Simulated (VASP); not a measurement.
Level of theory: PW91 GGA, VASP's PBE PAW potentials (set 64) (plane waves; VASP 6.6.1).

Input for VASP

### POSCAR
```
KI
1
   -0.0000000000     3.5912287286     3.5912287286
    3.5912287286     0.0000000000     3.5912287286
    3.5912287286     3.5912287286     0.0000000000
K I
1 1
Direct
  0.0000000000   0.0000000000   0.0000000000
  0.5000000000   0.5000000000   0.5000000000
```

File KPOINTS:
```
Automatic mesh
0
gamma
  6 6 6
0 0 0
```

**INCAR**
```
# general
SYSTEM =KI
PREC   =Accurate
ENCUT  =520   # plane-wave cut-off (eV)
LREAL  =.FALSE.   # projection in real space or not
LASPH  =.TRUE.

# electronic loop
EDIFF  =1E-6   # SCF stop (eV)
NELM   =100
ALGO   =Normal   # blocked Davidson
LMAXMIX=4   # l cut-off of mixed one-centre charges

# smearing
ISMEAR =0   # Gaussian
SIGMA  =0.05   # width (eV)

# functional
GGA    =91   # PW91

# ions
IBRION =2   # conjugate gradients
NSW    =60
ISIF   =3
EDIFFG =-0.01

# output
LWAVE  =.FALSE.
LCHARG =.FALSE.
```

POTCAR, in this order: K_sv I (PBE.64 set). Program: vasp_std.

Output

File OUTCAR:
```
 ion  position               nearest neighbor table
   1  0.000  0.000  0.000-   2 3.59   2 3.59   2 3.59   2 3.59   2 3.59   2 3.59
   2  0.500  0.500  0.500-   1 3.59   1 3.59   1 3.59   1 3.59   1 3.59   1 3.59
  LATTYP: Found a face centered cubic cell.
 ALAT       =     7.1824574572
 Subroutine PRICEL returns:
 Original cell was already a primitive cell.
 Subroutine GETGRP returns: Found 48 space group operations
The static configuration has the point symmetry O_h .
The dynamic configuration has the point symmetry O_h .
 Subroutine INISYM returns: Found 48 space group operations
 Subroutine IBZKPT returns following result:
 Found     16 irreducible k-points:

 Following reciprocal coordinates:
            Coordinates               Weight
  0.000000  0.000000  0.000000      1.000000
  0.166667  0.000000  0.000000      8.000000
  0.333333  0.000000  0.000000      8.000000
  0.500000  0.000000  0.000000      4.000000
  0.166667  0.166667  0.000000      6.000000
  0.333333  0.166667  0.000000     24.000000
  0.500000  0.166667  0.000000     24.000000
 -0.333333  0.166667  0.000000     24.000000
 -0.166667  0.166667  0.000000     12.000000
...
```

OSZICAR:
```
       N       E                     dE             d eps       ncg     rms          rms(c)
DAV:   1     0.948420597002E+02    0.94842E+02   -0.65704E+03   384   0.113E+03
DAV:   2     0.493723195041E+00   -0.94348E+02   -0.88320E+02   484   0.247E+02
DAV:   3    -0.539495562615E+01   -0.58887E+01   -0.58592E+01   496   0.565E+01
DAV:   4    -0.570162642599E+01   -0.30667E+00   -0.30632E+00   712   0.112E+01
DAV:   5    -0.570261837979E+01   -0.99195E-03   -0.99194E-03   500   0.684E-01    0.300E+00
DAV:   6    -0.561836883108E+01    0.84250E-01   -0.12188E-01   464   0.209E+00    0.215E+00
DAV:   7    -0.561412478773E+01    0.42440E-02   -0.12888E-01   476   0.201E+00    0.743E-01
DAV:   8    -0.561970532661E+01   -0.55805E-02   -0.13602E-02   520   0.839E-01    0.101E-01
DAV:   9    -0.562045197604E+01   -0.74665E-03   -0.10962E-03   468   0.226E-01    0.809E-02
DAV:  10    -0.562062957658E+01   -0.17760E-03   -0.16984E-04   464   0.873E-02    0.154E-02
DAV:  11    -0.562064970639E+01   -0.20130E-04   -0.35024E-05   460   0.362E-02    0.141E-02
DAV:  12    -0.562065181022E+01   -0.21038E-05   -0.42436E-06   460   0.166E-02    0.100E-02
DAV:  13    -0.562065216413E+01   -0.35391E-06   -0.13988E-06   444   0.668E-03
   1 F= -.56206522E+01 E0= -.56206522E+01  d E =-.562065E+01
```

OUTCAR:
```
------------------------ aborting loop because EDIFF is reached ----------------------------------------
  FORCE on cell =-STRESS in cart. coord.  units (eV):
  Direction    XX          YY          ZZ          XY          YZ          ZX
  --------------------------------------------------------------------------------------
  Total       -0.0028595     -0.0028595     -0.0028595     -0.0000000     -0.0000000      0.0000000
  in kB       -0.0494587     -0.0494587     -0.0494587     -0.0000000     -0.0000000      0.0000000
  external PRESSURE =      -0.0494587 kB  Pullay stress =       0.0000000 kB
  volume of cell :       92.63
      direct lattice vectors                 reciprocal lattice vectors
     0.000000000  3.591228729  3.591228729    -0.139228113  0.139228113  0.139228113
     3.591228729  0.000000000  3.591228729     0.139228113 -0.139228113  0.139228113
     3.591228729  3.591228729  0.000000000     0.139228113  0.139228113 -0.139228113
  FREE ENERGIE OF THE ION-ELECTRON SYSTEM (eV)
  ---------------------------------------------------
  free  energy   TOTEN  =        -5.6206521641 eV

  energy  without entropy=       -5.6206521641  energy(sigma->0) =       -5.62065216

 reached required accuracy - stopping structural energy minimisation
```
(Selected blocks of OUTCAR.)

The compound is KI in the rock salt structure. It was relaxed first. The start is the result of an earlier pass.
